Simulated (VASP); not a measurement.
Input:

```
CELL_PARAMETERS angstrom
      1.90973    -3.30776     0.00000
      1.90973     3.30776     0.00000
      0.00000     0.00000     6.26243
ATOMIC_POSITIONS crystal
  Zn 0.66667 0.33333 0.50023
  Zn 0.33333 0.66667 0.00023
  S  0.66667 0.33333 0.87477
  S  0.33333 0.66667 0.37477
```

Method: optB86b-vdW, VASP's PBE PAW potentials (set 64) (plane waves; VASP). Settings: 520 eV cut-off, Gaussian smearing of 0.050 eV, potentials Zn S.

Problem. Estimate the band gap (along the path) with the smallest direct gap where there is one.

Solution. 
```yaml
band gap (along the path): 2.10 eV
smallest direct gap (along the path): 2.10 eV
```

The compound is ZnS in the wurtzite structure, the high-temperature form. It was relaxed first.
